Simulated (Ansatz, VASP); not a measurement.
# Sb (antimonene bilayer, AA') in two plane-wave programs

Aim: how closely do two programs agree when they are given the same cell, functional and k mesh? The structure shown is the start of the Ansatz relaxation below; VASP solves that cell, so the two are compared at the walk's first step.

Program: Ansatz 0.2.0. Level of theory: plane waves, with VASP 6.6.1 beside it; single point at PBEsol with D3(BJ). Results are calculated unless marked as measured.

## Step 1: Starting point

The cell holds 4 atoms: 4 Sb. Cell: a = 4.120 Å, b = 4.120 Å, c = 43.600 Å, α = 90.0°, β = 90.0°, γ = 120.0°. Vacuum lies along c.

## Step 2: Ansatz: relaxation, PBEsol with D3(BJ)

Ansatz runs on its PAW soft_1 files.

The two programs are compared at the cell with which this relaxation starts, whose forces are those of its first step.

Contents of input.yaml:

```yaml
crystal:
  lattice:
    - [4.12, 0.0, 0.0]
    - [-2.06, 3.5680246636, 0.0]
    - [0.0, 0.0, 43.5999999986]
  atoms:
    - { symbol: Sb, position: [0.6666666667, 0.3333333333, 0.4277522936] }
    - { symbol: Sb, position: [0.3333333333, 0.6666666667, 0.4655963303] }
    - { symbol: Sb, position: [0.3333333333, 0.6666666667, 0.5344036697] }
    - { symbol: Sb, position: [0.6666666667, 0.3333333333, 0.5722477064] }
  periodic: [true, true, false]
kpoints:
  mp_grid: { grid: [12, 12, 1] }
hamiltonian:
  xc: pbesol
  dispersion: d3bj
  pseudopotentials: { kind: paw, azcp: { folder: soft_1 }, xc_functional: pbe }
scf:
  occupations: { method: fermi_dirac, width: 0.05 }
  convergence: { dr2_threshold: 1.0e-09 }
relax:
  f_tol: 0.004
  max_steps: 90
  cell: {}
output:
  write_potential: true
  write_density: true
  volumetric_format: npy
```

The run is started by

```
$ ansatz run input.yaml --threads 4 --pin off --max-ram 6144MiB --backend cpu --events-out ev --progress --plain --runs-dir out
```

Numbers of over 12 decimals in the logs are rounded to 6 here.

The program printed:

```text
Warning: relax.cell: scf.convergence.dr2_threshold = 1e-9 eV is looser than the 1.50551394521e-10 eV advised for a relaxation that steers and ends on the stress (1e-10 eV for each atom of the cell: 4, times the square of relax.cell.stress_2d_tol = 0.05 N/m over 16.3 Å (the atoms' height at the walk's start and 5 Å past either face), 3.067e-2 GPa, over a crystal's default 0.05). What an SCF threshold leaves in a stress goes as its square root, and in the free energy as the threshold itself, and one threshold admits the most on a small cell: [figures from the program's tests cut] Set scf.convergence.dr2_threshold to 1.50551394521e-10 eV or tighter. [rest of the remark cut]
Engine: ansatz 0.2.0, x86_64-unknown-linux-gnu
Pseudopotentials: kind: paw
Pseudopotential: Sb, paw, valence charge 15, recommended cutoff 420 eV (normal), soft_1/Sb.paw.azcp
Functional definition: PBEsol
  exchange = pbesol_x
  correlation = pbesol_c
Crystal: 4 atoms, lattice volume = 640.931 Å³
Basis set: ecut = 420 eV, 12397 PW (Γ), exchange–correlation on 60×60×600 points (8 copies of the dense FFT grid, shifted against one another)
Bands: 36, of which v1, the nominal top of the filled ones, is band 30 counted from 1 (29 counted from 0)
Symmetry: 12 space group operations
Space group: P-6m2 (ITA 187), of the structure as read, at distance tolerance 8.6e-5 Å
k-points: 19 of 144 (time reversal used)
Non-local potential: Sb, projectors of the file, l = 0: 2, l = 1: 2, l = 2: 2, l = 3: 1
PAW form: soft (Blöchl's): semilocal exchange-correlation on the pseudo side does not see the compensation charge
PAW frozen core: Sb, regenerated for the run's functional, and the local potential with it (the file was generated under x = pbe(κ = 0.804, μ = 0.219515), c = pbe(β = 0.066725))
PAW one-centre angular grid: Sb, 590 points (default); XC on 64 Gauss nodes
Initial density: superposition of atomic densities (neutral atoms: chi_scale 0, normalization atom)
Initial wavefunctions: pseudopotential atomic-orbital guess
Functional: x = pbesol(κ = 0.804, μ = 0.123457), c = pbesol(β = 0.046)
iter 1 solved again at ethr=7.09e-4 eV; its pass at ethr=3.10e-3 eV (dr2=4.25e-1 eV) is discarded
SCF iter   1: F=—  HF=-25632.703223 eV  |F-HF|=—  |Δ(HF+E_count)|=         —  Δρ=7.52e-3  dr2=4.30e-1  ethr=7.09e-4  ⟨swp⟩=2.0  Hψ=5448  notcnv=0
preconditioner: auto → LDOS  [metal: Δε(μ)=0.016 eV  Ē_g=7.439 eV  σ=0.050 eV  W_gap=0.08  n_scr=66 (ndim 8)  ℏωp=6.6 eV  f_vac=0.753  D(μ)=3.46/eV (n_scr^D=12)  β→1.0]
SCF iter   2: F=—  HF=-25632.603635 eV  |F-HF|=—  |Δ(HF+E_count)|=   9.96e-2  Δρ=1.85e-3  dr2=3.18e-2  ethr=7.09e-4  ⟨swp⟩=3.7  Hψ=1381  notcnv=0
SCF iter   3: F=—  HF=-25632.603525 eV  |F-HF|=—  |Δ(HF+E_count)|=   1.11e-4  Δρ=8.89e-4  dr2=6.55e-3  ethr=5.30e-5  ⟨swp⟩=3.0  Hψ=1587  notcnv=0
SCF iter   4: F=—  HF=-25632.601573 eV  |F-HF|=—  |Δ(HF+E_count)|=   1.95e-3  Δρ=3.38e-4  dr2=1.54e-3  ethr=1.09e-5  ⟨swp⟩=2.7  Hψ=1401  notcnv=0
SCF iter   5: F=—  HF=-25632.601279 eV  |F-HF|=—  |Δ(HF+E_count)|=   2.94e-4  Δρ=1.01e-4  dr2=1.48e-4  ethr=2.57e-6  ⟨swp⟩=3.0  Hψ=1441  notcnv=0
SCF iter   6: F=—  HF=-25632.601261 eV  |F-HF|=—  |Δ(HF+E_count)|=   1.79e-5  Δρ=4.41e-5  dr2=1.83e-5  ethr=2.47e-7  ⟨swp⟩=3.0  Hψ=1431  notcnv=0
SCF iter   7: F=—  HF=-25632.601254 eV  |F-HF|=—  |Δ(HF+E_count)|=   7.62e-6  Δρ=7.40e-6  dr2=1.18e-6  ethr=3.05e-8  ⟨swp⟩=2.9  Hψ=1387  notcnv=0
SCF iter   8: F=—  HF=-25632.601233 eV  |F-HF|=—  |Δ(HF+E_count)|=   2.02e-5  Δρ=3.41e-6  dr2=1.33e-7  ethr=1.96e-9  ⟨swp⟩=3.9  Hψ=1513  notcnv=0
SCF iter   9: F=—  HF=-25632.601234 eV  |F-HF|=—  |Δ(HF+E_count)|=   1.08e-7  Δρ=1.13e-6  dr2=2.42e-8  ethr=2.21e-10  ⟨swp⟩=2.3  Hψ=1255  notcnv=0
[...]
SCF 1 converged in 11 iterations: F = -25632.601234 eV  dr2 = 1.20e-10
  greatest PAW one-centre occupation: 0.996 electrons in one spin orbital (limit 2), on the Sb atom at site 1 (counted from 0), in its partial waves of l = 2
[...]
SCF iter   5: F=—  HF=-25632.999992 eV  |F-HF|=—  |Δ(HF+E_count)|=   2.26e-5  Δρ=1.23e-6  dr2=2.76e-8  ethr=2.01e-10  ⟨swp⟩=3.3  Hψ=1421  notcnv=0
SCF iter   6: F=—  HF=-25632.999992 eV  |F-HF|=—  |Δ(HF+E_count)|=  7.86e-10  Δρ=3.23e-7  dr2=1.00e-9  ethr=1.67e-12  ⟨swp⟩=11.4  Hψ=6192  notcnv=0
SCF iter   7: F=-25632.999992 eV  HF=-25632.999992 eV  |F-HF|=1.38e-10  |Δ(HF+E_count)|=   1.03e-9  Δρ=6.46e-8  dr2=4.80e-11  ethr=1.67e-12  ⟨swp⟩=9.4  Hψ=3728  notcnv=0
SCF 7 converged in 7 iterations: F = -25632.999992 eV  dr2 = 4.80e-11
relax step   7: F+E_penalty+E_count = -25632.99999160 eV  Δ(F+E_penalty+E_count) = -1.130e-5 eV  max|allowed force component| = 3.487e-4 eV/Å  Δτ_max = 0.0029 Å  P = -0.000 N/m  Ω = 602.997 Å³  energy of the carried Pulay correction = +7.791e-4 eV  fix = [c, alpha, beta]  reactions: c -0.000 N/m  (7 SCF iters, accepted)
Basis set: ecut = 420 eV, 11845 PW (Γ), exchange–correlation on 54×54×600 points (8 copies of the dense FFT grid, shifted against one another)
Initial wavefunctions: pseudopotential atomic-orbital guess (no wavefunctions were taken with the density)
iter 1 solved again at ethr=4.22e-7 eV; its pass at ethr=3.10e-3 eV (dr2=2.53e-4 eV) is discarded
SCF iter   1: F=—  HF=-25632.999224 eV  |F-HF|=—  |Δ(HF+E_count)|=         —  Δρ=3.03e-5  dr2=2.13e-6  ethr=4.22e-7  ⟨swp⟩=5.7  Hψ=7029  notcnv=0
SCF iter   2: F=—  HF=-25632.999200 eV  |F-HF|=—  |Δ(HF+E_count)|=   2.43e-5  Δρ=1.20e-5  dr2=2.01e-7  ethr=3.54e-9  ⟨swp⟩=3.6  Hψ=1743  notcnv=0
SCF iter   3: F=—  HF=-25632.999200 eV  |F-HF|=—  |Δ(HF+E_count)|=   9.06e-8  Δρ=3.80e-6  dr2=2.75e-8  ethr=3.35e-10  ⟨swp⟩=3.3  Hψ=1499  notcnv=0
SCF iter   4: F=—  HF=-25632.999200 eV  |F-HF|=—  |Δ(HF+E_count)|=   1.15e-8  Δρ=6.69e-7  dr2=1.27e-9  ethr=4.58e-11  ⟨swp⟩=3.1  Hψ=1433  notcnv=0
SCF iter   5: F=—  HF=-25632.999200 eV  |F-HF|=—  |Δ(HF+E_count)|=   1.33e-9  Δρ=2.90e-7  dr2=6.00e-9  ethr=1.67e-12  ⟨swp⟩=16.2  Hψ=5389  notcnv=0
SCF iter   6: F=-25632.999200 eV  HF=-25632.999200 eV  |F-HF|=9.46e-11  |Δ(HF+E_count)|=  7.49e-10  Δρ=7.05e-8  dr2=3.56e-11  ethr=1.67e-12  ⟨swp⟩=8.0  Hψ=3863  notcnv=0
SCF 8 converged in 6 iterations: F = -25632.999200 eV  dr2 = 3.56e-11
relax step   8: F+E_penalty+E_count = -25632.99920007 eV  Δ(F+E_penalty+E_count) = +7.915e-4 eV  max|allowed force component| = 6.872e-4 eV/Å  Δτ_max = 0.0000 Å  P = -0.001 N/m  Ω = 602.997 Å³  fix = [c, alpha, beta]  reactions: c -0.000 N/m  stress off target by 1.07e-3 N/m on what of the cell is left free  SCF on the basis re-selected at this cell (its energy is not comparable with the rows above)  (6 SCF iters)
basis re-selected at this cell: Δ(F+E_penalty+E_count) = +7.915e-4 eV, ΔP = -0.001 N/m vs the last step (what re-selecting the basis moved, of the pressure what is left beyond the Pulay correction that the steps carried, after the strain that the cell walked since its last selection, with what the two solves' SCF thresholds leave and, on support functions, any second-order correction that the steps lacked; it is no measure of the basis error at this ecutwfc). The dense FFT grid was sized anew with the basis: this SCF ran on 27×27×300 points, the steps before it on 30×30×300, so part of this shift can come from that change (see relax.cell in the input reference). [rest of the remark cut]
WARN: The output density's exchange-correlation potential varies sharply where the density is thin. Do not read a vacuum level from v_tot or v_xc, or from such a field of the output density. On a cell that repeats whose density bears no net charge and no dipole along the vacuum's axis use v_es (v_loc + v_h of the components); under efield.dipole_correction with no amplitude use v_es + v_field, which holds any externa [...]
SCF converged after 6 iterations
Free energy (F): -25632.999200 eV
Harris-Foulkes:  -25632.999200 eV  (|F-HF|=9.46e-11)
Internal energy: -25632.999133 eV  (E = F + TS)
E sigma→0 (E₀):  -25632.999166 eV
Entropy (-TS):   -0.000067 eV (-0.017 meV/atom)
Fermi energy:    -4.307602 eV
--- Per-component energies (eV) ---
  E_band       = -1518.597120
  E_kinetic    = 652.834024
  E_local      = -185344.357622  (includes V_loc(G=0)·N_el)
  E_nonlocal   = 1565.921608
  E_hartree    = 91699.048721
  E_xc         = -391.868439
  E_vxc        = -361.685089  (∫ρ·V_xc dr)
  E_paw        = -17870.925982  (= ΣΔE_a)
  E_vpaw       = -1429.407228  (= ΣTr[D̂ρ^β])
  E_aug_tail   = 0.000523  (compensation charges beyond the density's cutoff)
  E_ewald      = 84056.114042
  E_disp       = -1.093428  (pairwise vdW)
  E_core_change = 1.327420  (= ΣΔE_core)
  E_smearing   = -0.000067  (= −TS)
  E_closure    = 0.000000  (closes the sum)
  Σ components = -25632.999200   (vs F -25632.999200, Δ=0.00e0)
--- Forces (eV/Å), atoms counted from 1 ---
  atom   1  Sb     0.00000000     0.00000000    -0.00068724
  atom   2  Sb    -0.00000000    -0.00000000     0.00002987
  atom   3  Sb    -0.00000000    -0.00000000    -0.00002987
  atom   4  Sb     0.00000000     0.00000000     0.00068724
  max |Σ_I F_I| component: 1.85e-17 eV/Å
--- 2D stress c σ (N/m, compression-positive) ---
       -0.001067       0.000000       0.000000
        0.000000      -0.001067       0.000000
        0.000000       0.000000       0.000000
  P = ½ c Tr σ = -0.0011 N/m
--- Band table (eV; the first three rows and the last of 19) ---
  k-point 0: bands = [... 26 lower, -4.6870, -4.6870, -4.6147, -4.6147, -3.0305, -2.5451, -1.9235, -1.9235, ... 2 higher]
  k-point 1: bands = [... 26 lower, -5.4347, -4.9062, -4.8822, -4.8101, -2.5711, -2.2494, -2.0055, -1.7543, ... 2 higher]
  k-point 2: bands = [... 26 lower, -6.1052, -5.3080, -5.2364, -4.8780, -3.1022, -2.7838, -1.4570, -1.3958, ... 2 higher]
  k-point 18: bands = [... 26 lower, -7.3281, -6.9027, -6.7162, -6.3620, -3.8873, -3.3216, -1.7931, -1.7416, ... 2 higher]
  the weakly bound empty levels are not read free of the cell's end (no_gap_told)
--- Relaxed structure (7 steps of the walk, 7 accepted, 1 SCFs on fresh bases) ---
  F+E_penalty+E_count = -25632.99920007 eV   max|allowed force component| = 6.872e-4 eV/Å   (the final SCF, on the basis selected at the relaxed cell)
  cell:  # Å, volume = 602.9965 Å³
    - [3.996215, 0, 0.0]
    - [-1.998107, 3.460824, 0.0]
    - [0.0, 0.0, 43.5999999986]
  atoms:
    - { symbol: Sb, position: [0.666667, 0.333333, 0.417978] }
    - { symbol: Sb, position: [0.333333, 0.666667, 0.455852] }
    - { symbol: Sb, position: [0.333333, 0.666667, 0.544148] }
    - { symbol: Sb, position: [0.666667, 0.333333, 0.582022] }
```

## Step 3: VASP: single point, PBEsol with D3(BJ), start cell

The same cell, functional, mesh and smearing now go to VASP, with its own data sets.

Lines of VASP's logs that name or quote its potential files are left out, and so is its time.

Contents of INCAR:

```
SYSTEM = Sb
PREC = Accurate
ENCUT = 400
EDIFF = 1E-06
NELM = 120
ISMEAR = -1
SIGMA = 0.05
LREAL = .FALSE.
ALGO = Normal
GGA = PS
IVDW = 12
NBANDS = 16
LORBIT = 11
LWAVE = .FALSE.
LCHARG = .FALSE.
ISIF = 2
LDIPOL = .TRUE.
IDIPOL = 3
DIPOL = 0.5 0.5 0.5
LVHAR = .TRUE.
LASPH = .TRUE.
GGA_COMPAT = .FALSE.
EFERMI = MIDGAP
NELMDL = -8
KPAR = 2
```

Contents of POSCAR:

```
Sb
1.0
    4.1200000000      0.0000000000      0.0000000000
   -2.0600000000      3.5680250000      0.0000000000
    0.0000000000      0.0000000000     43.6000000000
Sb
4
Direct
    0.6666667134      0.3333334268      0.4277522936
    0.3333332866      0.6666665732      0.4655963303
    0.3333332866      0.6666665732      0.5344036697
    0.6666667134      0.3333334268      0.5722477064
```

Contents of KPOINTS:

```
Automatic mesh
0
Gamma
12 12 1
0 0 0
```

The projector-augmented-wave data sets are Sb (PBE family, release 64).

The run is started by

```
$ mpirun -np 2 vasp_std
```

The program printed:

```text
[banner, memory and clock lines left out]
running    2 mpi-ranks, on    1 nodes
 distrk:  each k-point on    1 cores,    2 groups
 distr:  one band on    1 cores,    1 groups

 POSCAR found type information on POSCAR Sb
 POSCAR found :  1 types and       4 ions
|                                                                             |
|               ----> ADVICE to this user running VASP <----                  |
|                                                                             |
|     You enforced a specific xc type in the INCAR file but a different       |
|     [... a line on the potential file left out ...]
|     I HOPE YOU KNOW WHAT YOU ARE DOING!                                     |
|                                                                             |

 LDA part: xc-table for (Slater+PW92), standard interpolation
 POSCAR, INCAR and KPOINTS ok, starting setup
 FFT: planning ... GRIDC
 FFT: planning ... GRID_SOFT
 FFT: planning ... GRID
 WAVECAR not read
 entering main loop
       N       E                     dE             d eps       ncg     rms          rms(c)
DAV:   1     0.116181426280E+03    0.11618E+03   -0.44301E+03   608   0.634E+02
DAV:   2    -0.466430716753E+01   -0.12085E+03   -0.11386E+03   936   0.122E+02
DAV:   3    -0.168288916866E+02   -0.12165E+02   -0.12089E+02   816   0.471E+01
DAV:   4    -0.171197910672E+02   -0.29090E+00   -0.29045E+00   864   0.947E+00
DAV:   5    -0.171311006481E+02   -0.11310E-01   -0.11309E-01   952   0.198E+00
DAV:   6    -0.171312160245E+02   -0.11538E-03   -0.11538E-03   952   0.177E-01
DAV:   7    -0.171312202406E+02   -0.42161E-05   -0.42162E-05   984   0.297E-02
DAV:   8    -0.171312203678E+02   -0.12714E-06   -0.12696E-06   824   0.394E-03    0.401E+00
DAV:   9    -0.170586638803E+02    0.72556E-01   -0.35824E-02   744   0.859E-01    0.244E+00
DAV:  10    -0.170174736869E+02    0.41190E-01   -0.85159E-02   760   0.133E+00    0.140E-01
DAV:  11    -0.170176725280E+02   -0.19884E-03   -0.39887E-03   768   0.364E-01    0.938E-02
DAV:  12    -0.170174207598E+02    0.25177E-03   -0.87038E-04   872   0.147E-01    0.442E-02
DAV:  13    -0.170174210852E+02   -0.32533E-06   -0.55126E-05   800   0.389E-02    0.224E-02
DAV:  14    -0.170173316435E+02    0.89442E-04   -0.22047E-04   808   0.591E-02    0.117E-02
DAV:  15    -0.170174182682E+02   -0.86625E-04   -0.18103E-05   632   0.180E-02    0.813E-03
DAV:  16    -0.170175176066E+02   -0.99338E-04   -0.28137E-05   736   0.179E-02    0.413E-03
DAV:  17    -0.170175979656E+02   -0.80359E-04   -0.41713E-06   728   0.821E-03    0.195E-03
DAV:  18    -0.170176275794E+02   -0.29614E-04   -0.23552E-06   688   0.517E-03    0.980E-04
DAV:  19    -0.170176461247E+02   -0.18545E-04   -0.76764E-07   648   0.225E-03    0.797E-04
DAV:  20    -0.170176577305E+02   -0.11606E-04   -0.38598E-07   632   0.142E-03    0.324E-04
DAV:  21    -0.170176676974E+02   -0.99669E-05   -0.40215E-07   576   0.130E-03    0.162E-04
DAV:  22    -0.170176708342E+02   -0.31368E-05   -0.62389E-08   568   0.558E-04    0.133E-04
DAV:  23    -0.170176737552E+02   -0.29209E-05   -0.89824E-08   512   0.550E-04    0.631E-05
DAV:  24    -0.170176741565E+02   -0.40140E-06   -0.42754E-09   424   0.195E-04
   1 F= -.18165438E+02 E0= -.18152061E+02  d E =-.267527E-01
```

[end of part 1 of 2]

[Lines on the potential files, build, host, timing and source positions are cut from VASP's logs without a mark.]

[Logs are printed without paths, hosts, clocks, repeated set-up lines and the standing remarks that a program may print on its own settings, such as how far it seeks lower states.]

[Hosts, paths, dates, database ids (printed as entryN), source tags and the programs' standing remarks are cut or masked in the printed files.]
